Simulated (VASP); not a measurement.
Output of a VASP run:

File OSZICAR:
```
...
RMM:   4    -0.557340700481E+03    0.11490E-04   -0.14998E-04   892   0.265E-02    0.153E-02
RMM:   5    -0.557340701997E+03   -0.15158E-05   -0.22490E-05   553   0.101E-02
   2 F= -.55734070E+03 E0= -.55732359E+03  d E =-.379443E-03  mag=     3.0000
       N       E                     dE             d eps       ncg     rms          rms(c)
DAV:   1    -0.557340775685E+03   -0.75203E-04   -0.20622E-02  1016   0.362E-01    0.515E-02
RMM:   2    -0.557340812810E+03   -0.37125E-04   -0.48177E-04   912   0.522E-02    0.190E-02
RMM:   3    -0.557340809539E+03    0.32710E-05   -0.43417E-05   657   0.161E-02    0.102E-02
RMM:   4    -0.557340808184E+03    0.13542E-05   -0.10635E-05   534   0.732E-03
   3 F= -.55734081E+03 E0= -.55732368E+03  d E =-.485630E-03  mag=     3.0000
       N       E                     dE             d eps       ncg     rms          rms(c)
DAV:   1    -0.557341048931E+03   -0.23939E-03   -0.17909E-01  1024   0.106E+00    0.999E-02
RMM:   2    -0.557341344489E+03   -0.29556E-03   -0.33945E-03   912   0.139E-01    0.357E-02
RMM:   3    -0.557341348883E+03   -0.43940E-05   -0.28505E-04   913   0.419E-02    0.218E-02
RMM:   4    -0.557341343917E+03    0.49665E-05   -0.69632E-05   852   0.183E-02
   4 F= -.55734134E+03 E0= -.55732423E+03  d E =-.535732E-03  mag=     3.0000
       N       E                     dE             d eps       ncg     rms          rms(c)
DAV:   1    -0.557341292940E+03    0.55943E-04   -0.12698E-01   992   0.893E-01    0.833E-02
RMM:   2    -0.557341498758E+03   -0.20582E-03   -0.23811E-03   912   0.116E-01    0.319E-02
RMM:   3    -0.557341500719E+03   -0.19607E-05   -0.20439E-04   913   0.352E-02    0.200E-02
RMM:   4    -0.557341497137E+03    0.35817E-05   -0.52104E-05   763   0.157E-02
   5 F= -.55734150E+03 E0= -.55732439E+03  d E =-.688952E-03  mag=     3.0000
       N       E                     dE             d eps       ncg     rms          rms(c)
DAV:   1    -0.557341745286E+03   -0.24457E-03   -0.10578E-01   976   0.812E-01    0.664E-02
RMM:   2    -0.557341918014E+03   -0.17273E-03   -0.19493E-03   912   0.105E-01    0.269E-02
RMM:   3    -0.557341922846E+03   -0.48316E-05   -0.16338E-04   913   0.316E-02    0.170E-02
RMM:   4    -0.557341920137E+03    0.27093E-05   -0.41038E-05   674   0.140E-02
   6 F= -.55734192E+03 E0= -.55732483E+03  d E =-.423000E-03  mag=     3.0000
       N       E                     dE             d eps       ncg     rms          rms(c)
DAV:   1    -0.557341547106E+03    0.37574E-03   -0.45131E-01   944   0.168E+00    0.137E-01
RMM:   2    -0.557342290919E+03   -0.74381E-03   -0.83630E-03   912   0.217E-01    0.546E-02
RMM:   3    -0.557342311949E+03   -0.21029E-04   -0.69186E-04   913   0.652E-02    0.347E-02
RMM:   4    -0.557342299033E+03    0.12915E-04   -0.16655E-04   908   0.286E-02    0.175E-02
RMM:   5    -0.557342302733E+03   -0.36999E-05   -0.35300E-05   624   0.124E-02
   7 F= -.55734230E+03 E0= -.55732526E+03  d E =-.805596E-03  mag=     3.0000
       N       E                     dE             d eps       ncg     rms          rms(c)
DAV:   1    -0.557342391301E+03   -0.92268E-04   -0.18556E-01   944   0.107E+00    0.922E-02
RMM:   2    -0.557342710235E+03   -0.31893E-03   -0.35438E-03   912   0.141E-01    0.361E-02
RMM:   3    -0.557342719967E+03   -0.97318E-05   -0.29617E-04   913   0.427E-02    0.224E-02
RMM:   4    -0.557342715998E+03    0.39686E-05   -0.72748E-05   849   0.189E-02
   8 F= -.55734272E+03 E0= -.55732570E+03  d E =-.413265E-03  mag=     3.0000
```

OUTCAR:
```
------------------------ aborting loop because EDIFF is reached ----------------------------------------
  FORCE on cell =-STRESS in cart. coord.  units (eV):
  Direction    XX          YY          ZZ          XY          YZ          ZX
  --------------------------------------------------------------------------------------
  Total      -29.9722104    -28.5120768    -28.4702761      2.3855416     -1.9986170     -2.3786337
  in kB      -50.3578231    -47.9045790    -47.8343475      4.0080689     -3.3579773     -3.9964624
  external PRESSURE =     -48.6989165 kB  Pullay stress =       0.0000000 kB
  volume of cell :      953.59
      direct lattice vectors                 reciprocal lattice vectors
     5.005566415 -8.669895594  0.000000000     0.099888796 -0.057670821  0.000000000
     5.005566415  8.669895594  0.000000000     0.099888796  0.057670821  0.000000000
     0.000000000  0.000000000 10.986650669     0.000000000  0.000000000  0.091019550
 POSITION                                       TOTAL-FORCE (eV/Angst)
 -----------------------------------------------------------------------------------
      1.19691      2.06725      1.82885         0.001770     -0.003922     -0.003584
      2.65522      0.01246      0.00311         0.002609      0.019444     -0.006501
      1.21080     -1.99155      3.68401         0.003595     -0.011332      0.001702
      1.16362      2.00615      7.35506        -0.001093     -0.011462      0.008995
      2.59321     -0.07618      5.64015         0.017088     -0.000994     -0.004532
      1.19657     -2.03601      9.16918         0.003656      0.001208     -0.000320
      3.70424      6.37407      1.85164        -0.000517      0.008262      0.000895
      5.14218      4.34996      0.00206        -0.001635     -0.009331     -0.003721
      3.75944      2.46496      3.53875        -0.013183     -0.010533      0.003939
      3.69999      6.40326      7.31944         0.002520     -0.008177      0.010445
      5.15119      4.41230      5.45173         0.007659     -0.001336      0.001899
      3.67655      2.29734      9.15224        -0.012416      0.008403     -0.002547
      3.70113     -2.26983      1.83859        -0.015199     -0.007663      0.002851
      5.09895     -4.34449      0.00111        -0.000854     -0.008900     -0.013991
      8.68951      2.27112      3.64830        -0.003456      0.002352     -0.004857
      3.69468     -2.42086      7.37500        -0.004686     -0.020144     -0.009354
      5.15371     -4.41486      5.51671         0.015386      0.002267      0.015943
      8.63796      2.30549      9.15288         0.000899     -0.011422     -0.000869
      6.24167      2.11737      1.74026         0.000895     -0.013875      0.010637
      7.63968     -0.01955     10.98123        -0.000977      0.001798      0.001613
      6.19481     -2.09514      3.69228        -0.012644     -0.009567     -0.002673
      6.15756      2.09135      7.28888        -0.000595      0.011447     -0.008841
      7.60741      0.00224      5.49665        -0.000101      0.003741      0.004933
      6.20016     -2.08331      9.16110        -0.005104      0.008481      0.005105
      1.72297      0.68191      1.15794         0.001189      0.001196      0.000569
      2.25580     -2.50305      2.54354        -0.002227      0.015335      0.000218
      3.59879     -1.12417      0.68526         0.006737      0.010243      0.002315
      1.68149     -0.58360      4.35943         0.001175      0.004109      0.000119
      2.23821      2.64589      2.94285        -0.006460      0.010960     -0.020881
      1.59412      0.52758      6.81091         0.011033     -0.003943     -0.011192
      3.60259      1.13011     10.28486         0.008277      0.007463     -0.001459
      2.26567     -2.66411      8.11265         0.016325      0.005778      0.007658
      3.47756     -1.34753      6.17813        -0.008435     -0.003187      0.006774
      1.71355     -0.64660      9.83248         0.008494     -0.004240      0.000658
      2.21445      2.54573      8.48101        -0.001885      0.007655     -0.000911
      4.19904      4.97375      1.17792        -0.005957     -0.007930      0.006917
      6.14732      5.56371      4.87681        -0.003085     -0.009383     -0.007339
      4.72524      1.97782      2.30208        -0.001492     -0.002847      0.010139
      6.21073      3.26604      0.58301        -0.009913     -0.013419      0.006729
      4.23906      3.90094      4.19615         0.013411      0.014440      0.010717
      4.76555      6.88295      2.97741         0.005533      0.013725     -0.001873
      4.18431      5.02150      6.61339         0.008656      0.006769     -0.002461
      6.02568      5.54726     10.35541         0.005112     -0.002133      0.007680
      4.70731      1.83607      7.97746         0.004281      0.007794      0.002318
      6.03485      3.21279      6.10969        -0.004577      0.005452      0.000795
      4.18825      3.67625      9.85074        -0.005147      0.000910      0.008043
      4.78384      6.89826      8.42677         0.005407      0.010603     -0.011435
      4.18468     -3.66492      1.16240        -0.007455     -0.010805     -0.006575
      6.06687     -3.25438      4.83181        -0.014736      0.001703     -0.002261
      4.76123     -6.88503      2.52987         0.004453     -0.004549      0.000238
      6.04306     -5.49122      0.65011        -0.002467     -0.004357      0.002691
      4.16976     -5.02792      4.37351         0.007477      0.005615     -0.001355
      4.76759     -1.80583      2.97344        -0.009566      0.000346      0.003202
      4.25213     -3.80996      6.73649         0.001303     -0.002928     -0.003695
      6.06887     -3.24154     10.29387         0.002490     -0.000747      0.000824
      4.69475     -6.82125      8.01300         0.002930     -0.001230     -0.000435
...
```
(Selected blocks of OUTCAR.)

**POSCAR**
```
O47Si24
1
    5.0055664148    -8.6698955938     0.0000000000
    5.0055664148     8.6698955938     0.0000000000
    0.0000000000     0.0000000000    10.9866506686
Si O
24 47
Direct
  0.0005689620   0.2386941042   0.1666104601
  0.2645148269   0.2659433360   0.0002155333
  0.2358244329   0.0058832202   0.3355951700
  0.0004046134   0.2316338634   0.6695330764
  0.2632711486   0.2546007109   0.5133753106
  0.2365763265   0.0019678773   0.8345498740
  0.0026676034   0.7377137316   0.1685081733
  0.2630808875   0.7646573676   0.0000929340
  0.2336684745   0.5180325965   0.3218804269
  0.0000772138   0.7383324583   0.6662955461
  0.2598885780   0.7686606546   0.4962975008
  0.2348849004   0.4997120602   0.8327710194
  0.5004866239   0.2385783992   0.1672935903
  0.7602976733   0.2590398138   0.0002621672
  0.7366846555   0.9992398235   0.3321356316
  0.5085778032   0.2294078096   0.6712956824
  0.7697149442   0.2604553654   0.5022509504
  0.7294638160   0.9956525792   0.8332345807
  0.5013024936   0.7454844818   0.1582889763
  0.7644523935   0.7621482534   0.9994464746
  0.7396166874   0.4978571000   0.3358019517
  0.4946047928   0.7358265753   0.6634360816
  0.7600903106   0.7602901506   0.5002767322
  0.7391103148   0.4989269753   0.8339008101
  0.1328483844   0.2111293425   0.1054351135
  0.3695437392   0.0809062786   0.2316022510
  0.4242880836   0.2945375550   0.0623233138
  0.2016342670   0.1341367737   0.3969830887
  0.0714428215   0.3758911024   0.2681368451
  0.1285419017   0.1892092715   0.6198603528
  0.2945764189   0.4249118823   0.9360115415
  0.3796300099   0.0728209383   0.7384046004
  0.4248889095   0.2698288455   0.5625516754
  0.2082022361   0.1337733834   0.8949539272
  0.0744214339   0.3682144783   0.7716598052
  0.1326530638   0.7061741886   0.1070126036
  0.2930963779   0.9347500779   0.4442651525
  0.3572944374   0.5858158623   0.2086742889
  0.4323698496   0.8092135122   0.0530655975
  0.1988685073   0.6489476431   0.3816000015
  0.0791732592   0.8730188243   0.2710012245
  0.1284754438   0.7071354373   0.6023356894
  0.2820222824   0.9218860821   0.9424468293
  0.3647217788   0.5760548308   0.7260333804
  0.4173964384   0.7877194002   0.5559986697
  0.2068904416   0.6305744558   0.8965119975
  0.0795806434   0.8753579795   0.7670400918
  0.6298320994   0.2068579170   0.1061609078
  0.7936243703   0.4182378231   0.4396058325
  0.8723956583   0.0785692691   0.2302974324
  0.9208974840   0.2874336917   0.0593252023
  0.7064218329   0.1270487472   0.3979451828
  0.5799458816   0.3718781275   0.2707750622
  0.6446796668   0.2054305805   0.6132236725
  0.7934659775   0.4194592029   0.9369283091
  0.8618641597   0.0755937909   0.7294216313
  0.9332038838   0.2888755930   0.5576860981
  0.6980178576   0.1230538293   0.8983089729
  0.5803425229   0.3698171299   0.7697601123
  0.6301549958   0.7098234692   0.1019850963
  0.7898578584   0.9182110637   0.4348321093
  0.8742876096   0.5787124164   0.2332011940
  0.9230727220   0.7910027185   0.0637907838
  0.7055621592   0.6243038160   0.3992821705
  0.5770707934   0.8722418483   0.2671513215
  0.6258350441   0.7064522064   0.6030381207
  0.7910655323   0.9195312648   0.9341477078
  0.8737337589   0.5790032073   0.7313334600
  0.9197787294   0.7921978647   0.5636730457
  0.7079821751   0.6272877539   0.8970564355
  0.5699590209   0.8680072149   0.7685294435
```

**Question.** Write an INCAR and KPOINTS that could have produced this output.

**Answer.** This is not unique; one that fits is the input of the run itself, PBE GGA, plane waves, VASP's PBE PAW potentials (set 64).

INCAR:
```
SYSTEM = O47Si24
PREC = Normal; ENCUT = 400; LREAL = Auto
LASPH = T; ISYM = 0; NELECT = 377.0
EDIFF = 1E-5; NELM = 100; NELMIN = 4
ALGO = Fast
ISMEAR = 0; SIGMA = 0.05
GGA = PE
ISPIN = 2; MAGMOM = 71*0.0423; NUPDOWN = 3
IBRION = 2; NSW = 120; ISIF = 2
EDIFFG = -0.03
LWAVE = F; LCHARG = F; LORBIT = 10
```

KPOINTS:
```
Automatic mesh
0
Gamma
1 1 1
0 0 0
```

POTCAR, in this order: Si O (PBE.64 set). Program: vasp_gam.

At this cut-off the stress carries a Pulay error, which pulls relaxed volumes low. The cell is charged, with a uniform compensating background. The supercell is sampled at Γ alone, which is coarse: total energies, pressure and levels can be off, energies of defects by several tenths of an eV.

The cell is a supercell with a defect, built from SiO2 (quartz): vac_O, charge +1.
